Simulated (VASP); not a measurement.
A run of VASP 6.6.1 is set up as follows.

INCAR

```
PREC     = Normal         # precision mode
ENCUT    = 520            # plane-wave cutoff, eV
EDIFF    = 1E-4           # SCF threshold, eV
ISMEAR   = 0              # smearing method
SIGMA    = 0.15           # smearing width, eV
LREAL    = False          # projectors in reciprocal space
LASPH    = True           # aspherical terms in the spheres
NELM     = 60             # most SCF steps
ALGO     = Fast           # electronic algorithm
ISIF     = 3              # what is computed and relaxed
LWAVE    = False          # write WAVECAR
LCHARG   = False          # write CHGCAR
GGA      = PE             # functional
IBRION   = 2              # ionic algorithm
NSW      = 24             # ionic steps
EDIFFG   = -0.08          # ionic threshold
```

The input KPOINTS:

```
regular mesh
0
Gamma
  4 4 4
```

The input POSCAR:

```
Mg2ZnTeS2
1.0
   -2.0100000000      6.0350000000      2.8450000000
    2.0100000000     -6.0350000000      2.8450000000
    2.0100000000      6.0350000000     -2.8450000000
Mg Zn Te S
2 1 1 2
Direct
    0.3330000000      0.0000000000      0.3330000000
    0.6670000000      0.0000000000      0.6670000000
    0.0000000000      0.0000000000      0.0000000000
    0.2500000000      0.7500000000      0.5000000000
    0.9170000000      0.7500000000      0.1670000000
    0.5830000000      0.7500000000      0.8330000000
```

Potentials or basis: VASP PAW PBE potentials, release 64 (Mg, Zn, Te, S).

The run is started by

```sh
$ cat potpaw_PBE.64/Mg/POTCAR potpaw_PBE.64/Zn/POTCAR potpaw_PBE.64/Te/POTCAR potpaw_PBE.64/S/POTCAR > POTCAR
$ mpirun -np 1 vasp_std > vasp.out
```

(1) What does it give for the space group after relaxing (to 0.05 Å)?

(2) Estimate the relaxed cell.

(3) What does it give for the band gap on the k mesh?

(4) Predict the relaxed volume.

Answers

(1) Imm2 (No. 44).

(2) a = 7.148 Å, b = 7.148 Å, c = 7.148 Å, α = 146.00°, β = 60.48°, γ = 131.58°.

(3) 1.86 eV, indirect (least direct gap 1.95 eV).

(4) 25.22 Å³/atom.

Caveat: the k mesh is coarse (spacing up to 0.48 Å⁻¹), so the values aren't converged; spin-orbit coupling is left out, which moves the levels of the heavy elements.
